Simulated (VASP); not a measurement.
# A VASP study of TiC (Khamrabaevite) (LDA): structure first, properties next, part 2 of 5

Aim: relax TiC (Khamrabaevite), then compute properties on the relaxed cell. The start is a cell from a database of measured crystal structures.

VASP 6.6.1; LDA; plane waves and PAW (Ti_sv, C).

So far. Step 2 (Relaxing cell and atoms (LDA)): It ends with forces that vanish by symmetry and a pressure of -0.04 GPa. The volume lies -4.3 % from that of the database's start, which holds the thermal and zero-point expansion of its experiment. LDA is known to overbind. Step 3 (Second relaxation): It ends with forces that vanish by symmetry and a pressure of 0.02 GPa. The volume moved by under 0.01 %: the run met its threshold at the first step.

## (4) Density, ELF and potential (LDA)

A single point on the relaxed cell gives a clean self-consistent state, with density, ELF and potential written out.

Input file INCAR:

```
SYSTEM = TiC
PREC = Accurate
ENCUT = 520
EDIFF = 1E-06
NELM = 100
ISMEAR = 0
SIGMA = 0.05
LREAL = .FALSE.
ALGO = Normal
GGA = CA
NBANDS = 14
LASPH = .TRUE.
LORBIT = 11
LWAVE = .FALSE.
LCHARG = .TRUE.
ISIF = 2
LELF = .TRUE.
LVHAR = .TRUE.
```

Input file POSCAR:

```
TiC
1.0
    0.0000000000      2.1322909251      2.1322909251
    2.1322909251      0.0000000000      2.1322909251
    2.1322909251      2.1322909251      0.0000000000
Ti C
1 1
Direct
    0.0000000000      0.0000000000      0.0000000000
    0.5000000000      0.5000000000      0.5000000000
```

Input file KPOINTS:

```
Automatic mesh
0
Gamma
11 11 11
0 0 0
```

PAW data sets: Ti_sv and C (LDA family, release 64).

The run is started by

```bash
$ mpirun -np 2 vasp_std
```

The log of the run:

```text
[banner, memory and clock lines left out]
running    2 mpi-ranks, on    1 nodes
 distrk:  each k-point on    2 cores,    1 groups
 distr:  one band on    1 cores,    2 groups

 POSCAR found type information on POSCAR TiC
 POSCAR found :  2 types and       2 ions
 LDA part: xc-table for (Slater(with rela. corr.)+CA(PZ))
 , standard interpolation
 POSCAR, INCAR and KPOINTS ok, starting setup
 FFT: planning ... GRIDC
 FFT: planning ... GRID_SOFT
 FFT: planning ... GRID
 WAVECAR not read
 entering main loop
       N       E                     dE             d eps       ncg     rms          rms(c)
DAV:   1     0.117734175345E+03    0.11773E+03   -0.80926E+03  1568   0.139E+03
DAV:   2    -0.182030224908E+02   -0.13594E+03   -0.12832E+03  1736   0.350E+02
[... 3 cycles as in an earlier step ...]
DAV:   6    -0.211758451133E+02    0.48070E+01   -0.13072E+01  2226   0.606E+01    0.691E+00
[... 1 cycle as in an earlier step ...]
DAV:   8    -0.205540705116E+02    0.31122E-01   -0.11405E-01  1730   0.387E+00    0.346E+00
DAV:   9    -0.205412867400E+02    0.12784E-01   -0.10610E-01  1986   0.394E+00    0.694E-01
DAV:  10    -0.205404975066E+02    0.78923E-03   -0.10521E-02  2048   0.139E+00    0.645E-01
DAV:  11    -0.205385832765E+02    0.19142E-02   -0.49009E-03  1694   0.105E+00    0.129E-01
DAV:  12    -0.205385746821E+02    0.85944E-05   -0.33569E-04  1772   0.219E-01    0.493E-02
DAV:  13    -0.205385643616E+02    0.10321E-04   -0.19990E-05  1904   0.379E-02    0.616E-03
DAV:  14    -0.205385639078E+02    0.45381E-06   -0.59342E-07  1234   0.123E-02
   1 F= -.20538564E+02 E0= -.20538274E+02  d E =-.580573E-03
```

Elapsed: 3.8 s, on 2 MPI ranks of Intel Xeon 6975P-C (Granite Rapids), shared host; peak memory 0.22 GiB; 6.7 s of CPU time.

From OUTCAR (step 4):

```text
The static configuration has the point symmetry O_h .

 Found     56 irreducible k-points:

   NELECT =      16.0000    total number of electrons

 E-fermi :   9.8963

  Total        0.0024925      0.0024925      0.0024925      0.0000000     -0.0000000      0.0000000
  in kB        0.2059603      0.2059603      0.2059603      0.0000000     -0.0000000      0.0000000
  external PRESSURE =       0.2059603 kB  Pullay stress =       0.0000000 kB

 POSITION                                       TOTAL-FORCE (eV/Angst)
 -----------------------------------------------------------------------------------
      0.00000      0.00000      0.00000        -0.000000      0.000000      0.000000
      2.13229      2.13229      2.13229         0.000000     -0.000000     -0.000000
 -----------------------------------------------------------------------------------
    total drift:                                0.000000     -0.000000     -0.000000

  FREE ENERGIE OF THE ION-ELECTRON SYSTEM (eV)
  ---------------------------------------------------
  free  energy   TOTEN  =       -20.5385639078 eV

  energy  without entropy=      -20.5379833348  energy(sigma->0) =      -20.53827362

[... 16 parts as in an earlier step ...]
```

Numbers from this step:

```yaml
scf_cycles: 14
```

Valence electrons inside each PAW sphere by angular momentum. Sphere charges, by row:

```csv
atom,s (e),p (e),d (e),tot (e)
Ti1,2.211,6.275,2.039,10.53
C2,0.892,1.528,0,2.42
```

Electrostatic potential energy in the ac plane of the conventional cell at fractional y = 0.000, with atoms of Ti and C within 0.2 Å of it. With pseudopotentials it is smooth inside the atoms' cores, unlike the true potential.

Ten even steps from '_' (-63 eV) to '@' (0 eV), each cell a mean:
```
__..==%%@@**::----%%@@**::__
::--**@@@@%%**++##@@@@%%++::
**##@@@@@@@@@@@@@@@@@@@@%%**
@@@@@@@@@@@@%%%%%%@@@@@@@@@@
##%%@@@@@@**====++%%@@@@@@%%
--++%%@@##--..__..++%%@@##--
**--##@@**::______==%%@@++--
----%%@@**::____..==%%@@**::
++##@@@@%%++::::--**@@@@%%**
@@@@@@@@@@%%****##@@@@@@@@@@
%%%%@@@@@@@@@@@@@@@@@@@@@@%%
==++%%@@@@@@%%##%%@@@@@@**==
__..++%%@@##----++%%@@##--..
____==%%@@++--**--##@@**::__
```
Columns run along a (4.3 Å; values clipped at the 3rd and 97th percentile), rows up along c (4.3 Å), edges of the conventional cell, whose origin can differ from the input's. Atoms in or near the plane, at fractional coordinates: Ti at (0.00, 0.00), Ti at (0.50, 0.50), C at (0.50, 0.00), C at (0.00, 0.50).

Valence density in the ac plane of the conventional cell at fractional y = 0.000, with atoms of Ti and C within 0.2 Å of it. It is the smooth field of the valence electrons, not physical close to the nuclei.

Ten even steps from '_' (0 e/Å³) to '@' (13 e/Å³), each cell a mean:
```
%%==..______....________::**
--..______________________::
____________________________
____________________________
____________....____________
..________..==++--__________
__..______--%%@@++..______..
..________::**%%==..______..
____________::--..__________
____________________________
____________________________
..________________________..
++--__________..________..==
@@++..______..__..______--%%
```
Columns run along a (4.3 Å), rows up along c (4.3 Å), edges of the conventional cell, whose origin can differ from the input's. Atoms in or near the plane, at fractional coordinates: Ti at (0.00, 0.00), Ti at (0.50, 0.50), C at (0.50, 0.00), C at (0.00, 0.50).

ELF in the ac plane of the conventional cell at fractional y = 0.000, with atoms of Ti and C within 0.2 Å of it. It is the smooth field of the valence electrons, not physical close to the nuclei.

Values, 14 rows by 14 columns, each cell a mean:
```
0.91 0.73 0.37 0.28 0.61 0.72 0.41 0.29 0.61 0.74 0.44 0.27 0.53 0.85
0.60 0.42 0.21 0.22 0.57 0.76 0.72 0.70 0.76 0.71 0.39 0.18 0.30 0.53
0.30 0.22 0.15 0.21 0.42 0.57 0.61 0.62 0.60 0.51 0.30 0.15 0.18 0.27
0.45 0.42 0.36 0.27 0.21 0.22 0.28 0.31 0.26 0.21 0.21 0.30 0.39 0.44
0.73 0.73 0.65 0.36 0.15 0.21 0.37 0.43 0.31 0.16 0.21 0.51 0.71 0.74
0.50 0.68 0.73 0.42 0.22 0.42 0.73 0.80 0.61 0.31 0.26 0.60 0.76 0.61
0.11 0.50 0.73 0.45 0.30 0.60 0.91 0.96 0.80 0.43 0.31 0.62 0.70 0.29
0.29 0.61 0.74 0.44 0.27 0.53 0.85 0.91 0.73 0.37 0.28 0.61 0.72 0.41
0.70 0.76 0.71 0.39 0.18 0.30 0.53 0.60 0.42 0.21 0.22 0.57 0.76 0.72
0.62 0.60 0.51 0.30 0.15 0.18 0.27 0.30 0.22 0.15 0.21 0.42 0.57 0.61
0.31 0.26 0.21 0.21 0.30 0.39 0.44 0.45 0.42 0.36 0.27 0.21 0.22 0.28
0.43 0.31 0.16 0.21 0.51 0.71 0.74 0.73 0.73 0.65 0.36 0.15 0.21 0.37
0.80 0.61 0.31 0.26 0.60 0.76 0.61 0.50 0.68 0.73 0.42 0.22 0.42 0.73
0.96 0.80 0.43 0.31 0.62 0.70 0.29 0.11 0.50 0.73 0.45 0.30 0.60 0.91
```
Columns run along a (4.3 Å), rows up along c (4.3 Å), edges of the conventional cell, whose origin can differ from the input's. Atoms in or near the plane, at fractional coordinates: Ti at (0.00, 0.00), Ti at (0.50, 0.50), C at (0.50, 0.00), C at (0.00, 0.50).

In this run the pressure is 0.02 GPa, small enough to go on.

## (5) Band structure (LDA)

Levels along the symmetry lines show where the bands peak and cross; KPOINTS_OPT computes them in the converged potential.

Input file INCAR:

```
SYSTEM = TiC
PREC = Accurate
ENCUT = 520
EDIFF = 1E-06
NELM = 100
ISMEAR = 0
SIGMA = 0.05
LREAL = .FALSE.
ALGO = Normal
GGA = CA
NBANDS = 20
LASPH = .TRUE.
LORBIT = 11
LWAVE = .FALSE.
LCHARG = .FALSE.
KPAR = 2
```

POSCAR is that of step 4.

KPOINTS is that of step 4.

Input file KPOINTS_OPT:

```
Line mode
16
Line-mode
Reciprocal
  0.00000000   0.00000000   0.00000000 GAMMA
  0.50000000   0.00000000   0.50000000 X

  0.50000000   0.00000000   0.50000000 X
  0.50000000   0.25000000   0.75000000 W

  0.50000000   0.25000000   0.75000000 W
  0.37500000   0.37500000   0.75000000 K

  0.37500000   0.37500000   0.75000000 K
  0.00000000   0.00000000   0.00000000 GAMMA

  0.00000000   0.00000000   0.00000000 GAMMA
  0.50000000   0.50000000   0.50000000 L

  0.50000000   0.50000000   0.50000000 L
  0.62500000   0.25000000   0.62500000 U

  0.62500000   0.25000000   0.62500000 U
  0.50000000   0.25000000   0.75000000 W

  0.50000000   0.25000000   0.75000000 W
  0.50000000   0.50000000   0.50000000 L

  0.50000000   0.50000000   0.50000000 L
  0.37500000   0.37500000   0.75000000 K

  0.62500000   0.25000000   0.62500000 U
  0.50000000   0.00000000   0.50000000 X
```

The run is started by

```bash
$ mpirun -np 2 vasp_std
```

The log of the run:

```text
[... set-up lines as in an earlier step ...]
 entering main loop
       N       E                     dE             d eps       ncg     rms          rms(c)
DAV:   1     0.119358904721E+03    0.11936E+03   -0.70786E+03  2256   0.959E+02
DAV:   2    -0.185411862591E+02   -0.13790E+03   -0.12676E+03  2304   0.273E+02
DAV:   3    -0.258381947546E+02   -0.72970E+01   -0.71812E+01  2740   0.623E+01
DAV:   4    -0.259805893067E+02   -0.14239E+00   -0.14221E+00  2560   0.853E+00
DAV:   5    -0.259828817121E+02   -0.22924E-02   -0.22923E-02  2620   0.982E-01    0.189E+01
DAV:   6    -0.212214866782E+02    0.47614E+01   -0.46646E+00  3000   0.424E+01    0.706E+00
DAV:   7    -0.205805643560E+02    0.64092E+00   -0.11799E+00  2736   0.155E+01    0.526E+00
DAV:   8    -0.205424378411E+02    0.38127E-01   -0.12410E-01  2904   0.346E+00    0.258E+00
DAV:   9    -0.205420659148E+02    0.37193E-03   -0.44763E-02  3036   0.194E+00    0.792E-01
DAV:  10    -0.205408667162E+02    0.11992E-02   -0.49108E-03  2388   0.769E-01    0.659E-01
DAV:  11    -0.205386747340E+02    0.21920E-02   -0.14568E-03  2604   0.643E-01    0.164E-01
DAV:  12    -0.205385706533E+02    0.10408E-03   -0.20739E-04  2916   0.149E-01    0.418E-02
DAV:  13    -0.205385667051E+02    0.39482E-05   -0.19736E-05  2424   0.458E-02    0.296E-02
DAV:  14    -0.205385639369E+02    0.27682E-05   -0.45237E-06  2440   0.299E-02    0.457E-03
DAV:  15    -0.205385638969E+02    0.40006E-07   -0.49032E-07  1656   0.631E-03
   1 F= -.20538564E+02 E0= -.20538274E+02  d E =-.580544E-03
 Start KPOINTS_OPT (optional k-point list driver)
k-point batch [1-56\160]
       N       E                     dE             ncg
DAV:   1    -0.232101493409E+04   -0.38556E+05     2264
DAV:   2    -0.986878344147E+04   -0.75478E+04     2344
DAV:   3    -0.102362580279E+05   -0.36747E+03     2896
DAV:   4    -0.102433583256E+05   -0.71003E+01     2524
DAV:   5    -0.102434418162E+05   -0.83491E-01     2672
DAV:   6    -0.102434430938E+05   -0.12775E-02     2660
DAV:   7    -0.102434431176E+05   -0.23849E-04     2716
DAV:   8    -0.102434431181E+05   -0.41732E-06     2168
[...]
k-point batch [113-160\160]
       N       E                     dE             ncg
DAV:   1     0.430519078502E+04   -0.37744E+05     1920
DAV:   2    -0.220216498689E+04   -0.65074E+04     2008
DAV:   3    -0.252430894597E+04   -0.32214E+03     2372
DAV:   4    -0.252990026742E+04   -0.55913E+01     2276
DAV:   5    -0.252995949594E+04   -0.59229E-01     2280
DAV:   6    -0.252996033743E+04   -0.84149E-03     2332
DAV:   7    -0.252996035303E+04   -0.15605E-04     2200
DAV:   8    -0.252996035331E+04   -0.27428E-06     1836
```

Elapsed: 9.2 s, on 2 MPI ranks; peak memory 0.28 GiB.

OUTCAR, selected parts (step 5):

```text
   k-points           NKPTS =     56   k-points in BZ     NKDIM =     56   number of bands    NBANDS=     20

   NELECT =      16.0000    total number of electrons

 E-fermi :   9.8965

 k-point     1 :       0.0000    0.0000    0.0000
  band No.  band energies     occupation
      1     -45.9559      2.00000
      2     -22.3337      2.00000
      3     -22.3337      2.00000
      4     -22.3337      2.00000
      5      -2.6253      2.00000
      6      10.4383      0.00000
      7      10.4383      0.00000
      8      10.4383      0.00000
      9      11.5461      0.00000
     10      11.5461      0.00000
    ...

  Total       -0.0014452     -0.0014452     -0.0014452      0.0000000      0.0000000     -0.0000000
  in kB       -0.1194203     -0.1194203     -0.1194203      0.0000000      0.0000000     -0.0000000
  external PRESSURE =      -0.1194203 kB  Pullay stress =       0.0000000 kB

  FREE ENERGIE OF THE ION-ELECTRON SYSTEM (eV)
  ---------------------------------------------------
  free  energy   TOTEN  =       -20.5385638969 eV

  energy  without entropy=      -20.5379833531  energy(sigma->0) =      -20.53827363

[... 9 parts as in an earlier step ...]

[... 8 further parts left out ...]
```

This step gave:

```
SCF cycles : 15
bands      : 20
pressure   : -0.01194 GPa
```

Electronic bands along the path, in eV, zero at the Fermi level; # counts the bands kept, so #1 is VASP's band 5:

```csv
point,#1,#2,#3,#4,#5,#6,#7,#8
Γ,-12.52,0.54,0.54,0.54,1.65,1.65,1.65,1.71
0.47 of the way,-11.10,-3.43,-0.71,-0.51,-0.51,2.17,3.76,3.76
X,-10.21,-3.50,-1.92,-0.07,-0.07,2.79,3.60,3.60
0.47 of the way,-9.94,-3.50,-2.60,-1.59,1.05,3.55,3.60,4.08
W,-9.54,-3.30,-3.30,-2.90,2.81,2.81,3.60,5.44
0.47 of the way,-9.58,-3.51,-3.43,-2.38,2.04,3.15,3.76,5.42
K,-9.62,-3.69,-3.47,-1.87,1.40,3.18,3.93,5.67
0.53 of the way,-10.80,-3.28,-2.30,-2.05,1.40,2.60,3.57,4.50
Γ,-12.52,0.54,0.54,0.54,1.65,1.65,1.65,1.71
0.47 of the way,-11.29,-2.62,-1.72,-1.72,1.59,1.59,2.79,5.77
L,-8.76,-6.14,-3.15,-3.15,2.95,2.95,4.23,8.44
0.47 of the way,-9.05,-5.43,-3.19,-2.80,2.56,2.94,3.97,7.09
U,-9.62,-3.69,-3.47,-1.87,1.40,3.18,3.93,5.67
0.47 of the way,-9.58,-3.55,-3.44,-2.28,1.91,3.16,3.79,5.46
W,-9.54,-3.30,-3.30,-2.90,2.81,2.81,3.60,5.44
0.47 of the way,-9.20,-4.97,-3.20,-2.67,2.63,2.75,3.88,6.62
L,-8.76,-6.14,-3.15,-3.15,2.95,2.95,4.23,8.44
0.47 of the way,-9.05,-5.43,-3.19,-2.80,2.56,2.94,3.97,7.09
K,-9.62,-3.69,-3.47,-1.87,1.40,3.18,3.93,5.67
jump to U,-9.62,-3.69,-3.47,-1.87,1.40,3.18,3.93,5.67
0.47 of the way,-10.02,-3.50,-2.57,-0.89,0.43,3.48,3.71,3.93
X,-10.21,-3.50,-1.92,-0.07,-0.07,2.79,3.60,3.60
```

Of the projections kept (Ti, C), the largest for each band there; the rest of the weight can lie on other orbitals:

```csv
point,#1,#2,#3,#4,#5,#6,#7,#8
Γ,C 0.67,Ti 1.00,Ti 1.00,Ti 1.00,C 0.94,C 0.93,C 0.93,Ti 1.00
X,C 0.66,C 0.58,Ti 1.00,C 0.79,C 0.79,Ti 1.00,Ti 1.00,Ti 1.00
W,C 0.69,Ti 0.58,Ti 0.58,Ti 0.54,Ti 0.80,Ti 0.80,Ti 1.00,Ti 0.90
K,C 0.69,Ti 0.63,Ti 0.51,Ti 0.54,Ti 0.77,Ti 1.00,Ti 0.91,Ti 0.80
Γ,C 0.67,Ti 1.00,Ti 1.00,Ti 1.00,C 0.94,C 0.93,C 0.93,Ti 1.00
L,C 0.78,Ti 0.61,Ti 0.63,Ti 0.63,Ti 0.99,Ti 0.99,Ti 0.86,Ti 0.54
```

The electronic bands as a text plot (rows in eV, shown from -8.0 to 1.7 only):

```
    1.5 |               *    *  ***  *         *             *
    1.1 |                     ** * **                         *
    0.7 |*         *            ***
    0.3 |**       *              * *                           *
   -0.1 | **    **                 *                            *
   -0.5 |   ****  *             *   *
   -0.9 | *  *                      *                          *
   -1.3 |     *    *           *     *                        *
   -1.7 |  *   ***            **               *
   -2.1 |         *     **    **     **       * *            *  *
   -2.5 |          **  *  *  **        *     *   * **      **  *
   -2.9 |   *       ***    **           *****     *  *** **
   -3.3 |        **********           *   ***********************
   -3.8 |    *  *       *    *                 **  *         *
   -4.2 |     **         *             *      *
   -4.6 |                 * *                       *       *
   -5.0 |                  *                 *
   -5.4 |                               *   *        *     *
   -5.8 |                                  *          **  *
   -6.2 |                                **             **
   -6.6 |
   -7.0 |
   -7.4 |
   -7.8 |
         Γ       X    W  K        Γ      L     U  W     L   K|U X
```

There is no gap at this level.

Of the bands kept, 4 cross the Fermi level on this path.

(Part 2 of 5 ends here.)

[Lines on the potential files, build, host, timing and source positions are cut from VASP's logs without a mark.]

[Logs are printed without paths, hosts, clocks, repeated set-up lines and the standing remarks that a program may print on its own settings, such as how far it seeks lower states.]

[Hosts, paths, dates, database ids (printed as entryN), source tags and the programs' standing remarks are cut or masked in the printed files.]

[A measured line is paired with the nearest computed mode of its activity, which favours agreement.]
